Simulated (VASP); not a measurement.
Calculation: PBE GGA, VASP's PBE PAW potentials (set 64) (plane waves; VASP).

VASP input:

**INCAR**
```
SYSTEM = SnO
PREC = Accurate
ENCUT = 320
EDIFF = 1E-6
NELM = 100
ALGO = Normal
LREAL = .FALSE.
LASPH = .TRUE.
ISMEAR = 0
SIGMA = 0.2
GGA = PE
LMAXMIX = 4
LWAVE = .FALSE.
LCHARG = .FALSE.
ISIF = 2
IBRION = 2
NSW = 50
EDIFFG = -0.01
```

### POSCAR
```
SnO
1.0
  3.7920030000   0.0000000000   0.0000000000
  0.0000000000   3.7920030000   0.0000000000
  0.0000000000   0.0000000000  16.2253540000
Sn O
2 2
Cartesian
  1.8960015000   0.0000000000   9.2253468759
  0.0000000000   1.8960015000   7.0000071241
  0.0000000000   0.0000000000   8.1126770000
  1.8960015000   1.8960015000   8.1126770000
```

File KPOINTS:
```
kpoints
0
gamma
 2 2 1
```

POTCAR, in this order: Sn_d O (PBE.64 set). Program: vasp_std.

The resulting files:

### OUTCAR
```
 ion  position               nearest neighbor table
   1  0.500  0.000  0.569-   3 2.20   4 2.20   4 2.20   3 2.20   2 3.48   2 3.48   2 3.48   2 3.48
  LATTYP: Found a simple tetragonal cell.
 ALAT       =     3.7920030000
 C/A-ratio  =     4.2788346950
 Subroutine PRICEL returns:
 Original cell was already a primitive cell.
 Subroutine GETGRP returns: Found 16 space group operations
The static configuration has the point symmetry D_2d.
 The point group associated with its full space group is D_4h.
The dynamic configuration has the point symmetry D_2d.
 Subroutine INISYM returns: Found 16 space group operations
 Subroutine IBZKPT returns following result:
 Found      3 irreducible k-points:

 Following reciprocal coordinates:
            Coordinates               Weight
  0.000000  0.000000  0.000000      1.000000
  0.500000  0.000000  0.000000      2.000000
  0.500000  0.500000  0.000000      1.000000
   k-points           NKPTS =      3   k-points in BZ     NKDIM =      3   number of bands    NBANDS=     24
   number of dos      NEDOS =    301   number of ions     NIONS =      4
   total plane-waves  NPLWV =  55296
   dimension x,y,z NGX =    24 NGY =   24 NGZ =   96
   dimension x,y,z NGXF=    48 NGYF=   48 NGZF=  192
   ions per type =               2   2
   PREC   = accura    normal or accurate (medium, high low for compatibility)
   ISTART =      0    job   : 0-new  1-cont  2-samecut
   ICHARG =      2    charge: 1-file 2-atom 10-const
   ISPIN  =      1    spin polarized calculation?
   LNONCOLLINEAR =      F non collinear calculations
   LSORBIT =      F    spin-orbit coupling
   INIWAV =      1    electr: 0-lowe 1-rand  2-diag
   ENCUT  =  320.0 eV  23.52 Ry    4.85 a.u.   5.53  5.53 23.67*2*pi/ulx,y,z
   NELM   =    100;   NELMIN=  2; NELMDL= -5     # of ELM steps
   EDIFF  = 0.1E-05   stopping-criterion for ELM
   LREAL  =      F    real-space projection
   NLSPLINE    = F    spline interpolate recip. space projectors
   LMAXMIX     =    4 max onsite mixed and CHGCAR
   VOSKOWN=      0    Vosko Wilk Nusair interpolation
...
```

File OSZICAR:
```
       N       E                     dE             d eps       ncg     rms          rms(c)
DAV:   1     0.327548060566E+03    0.32755E+03   -0.16231E+04   160   0.120E+03
DAV:   2     0.254827725969E+02   -0.30207E+03   -0.29659E+03   176   0.336E+02
DAV:   3    -0.241621769815E+02   -0.49645E+02   -0.49465E+02   176   0.160E+02
DAV:   4    -0.258601043926E+02   -0.16979E+01   -0.16974E+01   160   0.331E+01
DAV:   5    -0.259100017229E+02   -0.49897E-01   -0.49889E-01   192   0.540E+00    0.108E+01
DAV:   6    -0.224528584730E+02    0.34571E+01   -0.17569E+01   216   0.439E+01    0.445E+00
DAV:   7    -0.225078189073E+02   -0.54960E-01   -0.17778E+00   160   0.766E+00    0.288E+00
DAV:   8    -0.224810564724E+02    0.26762E-01   -0.53687E-01   232   0.684E+00    0.111E+00
DAV:   9    -0.224512590579E+02    0.29797E-01   -0.17856E-01   232   0.457E+00    0.282E-01
DAV:  10    -0.224547482434E+02   -0.34892E-02   -0.13928E-02   168   0.872E-01    0.121E-01
DAV:  11    -0.224544448111E+02    0.30343E-03   -0.33975E-03   200   0.574E-01    0.565E-02
DAV:  12    -0.224544437986E+02    0.10125E-05   -0.49995E-04   216   0.236E-01    0.461E-02
DAV:  13    -0.224544023744E+02    0.41424E-04   -0.30548E-04   216   0.151E-01    0.182E-02
DAV:  14    -0.224544942419E+02   -0.91868E-04   -0.10166E-04   192   0.174E-01    0.987E-03
DAV:  15    -0.224545341397E+02   -0.39898E-04   -0.14752E-05   184   0.532E-02    0.761E-03
DAV:  16    -0.224546247724E+02   -0.90633E-04   -0.14176E-05   136   0.242E-02    0.336E-03
DAV:  17    -0.224546638290E+02   -0.39057E-04   -0.21564E-06   120   0.101E-02    0.251E-03
DAV:  18    -0.224546900715E+02   -0.26243E-04   -0.12094E-06   104   0.137E-02    0.934E-04
DAV:  19    -0.224546936189E+02   -0.35474E-05   -0.38841E-07   120   0.406E-03    0.486E-04
DAV:  20    -0.224546944227E+02   -0.80373E-06   -0.75780E-08    96   0.261E-03
   1 F= -.22454694E+02 E0= -.22454694E+02  d E =-.224547E+02
       N       E                     dE             d eps       ncg     rms          rms(c)
DAV:   1    -0.224234348589E+02    0.31259E-01   -0.60770E+01   168   0.541E+01    0.145E+00
DAV:   2    -0.225873889510E+02   -0.16395E+00   -0.18598E+00   216   0.106E+01    0.579E-01
DAV:   3    -0.225875788670E+02   -0.18992E-03   -0.29656E-02   168   0.141E+00    0.417E-01
DAV:   4    -0.225873137052E+02    0.26516E-03   -0.64752E-03   200   0.643E-01    0.116E-01
DAV:   5    -0.225874637840E+02   -0.15008E-03   -0.11616E-03   200   0.218E-01    0.335E-02
DAV:   6    -0.225874710092E+02   -0.72252E-05   -0.11210E-04   184   0.127E-01    0.178E-02
DAV:   7    -0.225874807436E+02   -0.97344E-05   -0.58635E-05   176   0.536E-02    0.863E-03
DAV:   8    -0.225874843301E+02   -0.35865E-05   -0.85976E-06   160   0.336E-02    0.528E-03
DAV:   9    -0.225874990495E+02   -0.14719E-04   -0.30794E-05   144   0.368E-02    0.541E-03
DAV:  10    -0.225875066692E+02   -0.76197E-05   -0.27202E-06   112   0.206E-02    0.233E-03
DAV:  11    -0.225875227904E+02   -0.16121E-04   -0.37932E-06   120   0.948E-03    0.232E-03
DAV:  12    -0.225875306581E+02   -0.78677E-05   -0.99122E-07   120   0.123E-02    0.842E-04
DAV:  13    -0.225875399399E+02   -0.92818E-05   -0.34103E-07   104   0.588E-03    0.785E-04
DAV:  14    -0.225875417366E+02   -0.17967E-05   -0.68165E-08   112   0.160E-03    0.386E-04
DAV:  15    -0.225875427034E+02   -0.96674E-06   -0.34760E-08    96   0.108E-03
   2 F= -.22587543E+02 E0= -.22587543E+02  d E =-.132848E+00
       N       E                     dE             d eps       ncg     rms          rms(c)
DAV:   1    -0.225871610381E+02    0.38070E-03   -0.45229E-01   160   0.403E+00    0.140E-01
DAV:   2    -0.225884172788E+02   -0.12562E-02   -0.14194E-02   216   0.931E-01    0.480E-02
DAV:   3    -0.225884014922E+02    0.15787E-04   -0.20392E-04   184   0.119E-01    0.361E-02
DAV:   4    -0.225884043419E+02   -0.28497E-05   -0.36564E-05   200   0.724E-02    0.130E-02
DAV:   5    -0.225884083136E+02   -0.39717E-05   -0.13344E-05   208   0.324E-02    0.238E-03
DAV:   6    -0.225884092085E+02   -0.89490E-06   -0.10903E-06   112   0.144E-02
   3 F= -.22588409E+02 E0= -.22588409E+02  d E =-.133715E+00
```

File OUTCAR:
```
------------------------ aborting loop because EDIFF is reached ----------------------------------------
  FORCE on cell =-STRESS in cart. coord.  units (eV):
  Direction    XX          YY          ZZ          XY          YZ          ZX
  --------------------------------------------------------------------------------------
  Total       -5.3009451     -5.3009451     -6.5969643      0.0000000      0.0000000      0.0000000
  in kB      -36.4025964    -36.4025964    -45.3026068      0.0000000      0.0000000      0.0000000
  external PRESSURE =     -39.3692665 kB  Pullay stress =       0.0000000 kB
  volume of cell :      233.31
      direct lattice vectors                 reciprocal lattice vectors
     3.792003000  0.000000000  0.000000000     0.263712872  0.000000000  0.000000000
     0.000000000  3.792003000  0.000000000     0.000000000  0.263712872  0.000000000
     0.000000000  0.000000000 16.225354000     0.000000000  0.000000000  0.061631937
 POSITION                                       TOTAL-FORCE (eV/Angst)
 -----------------------------------------------------------------------------------
      1.89600      0.00000      9.30955        -0.000000      0.000000      0.001774
      0.00000      1.89600      6.91580         0.000000     -0.000000     -0.001774
      0.00000      0.00000      8.11268        -0.000000      0.000000      0.000000
      1.89600      1.89600      8.11268         0.000000      0.000000      0.000000
 -----------------------------------------------------------------------------------
    total drift:                                0.000000      0.000000      0.000000
  FREE ENERGIE OF THE ION-ELECTRON SYSTEM (eV)
  ---------------------------------------------------
  free  energy   TOTEN  =       -22.5884092085 eV

  energy  without entropy=      -22.5884092085  energy(sigma->0) =      -22.58840921

 reached required accuracy - stopping structural energy minimisation
```
(Selected blocks of OUTCAR.)

CONTCAR:
```
SnO
   1.00000000000000
     3.7920029999999998    0.0000000000000000    0.0000000000000000
     0.0000000000000000    3.7920029999999998    0.0000000000000000
     0.0000000000000000    0.0000000000000000   16.2253539999999994
  Sn              O
     2     2
Direct
     0.5000000000000000    0.0000000000000000    0.5737658691217153
     0.0000000000000000    0.5000000000000000    0.4262341308782846
     0.0000000000000000    0.0000000000000000    0.5000000000000000
     0.5000000000000000    0.5000000000000000    0.5000000000000000
```

At this cut-off the stress carries a Pulay error, which pulls relaxed volumes low. The cell holds a wide vacuum, so values per volume refer to the whole cell.

The cell is a sheet with vacuum, built from a generated structure.
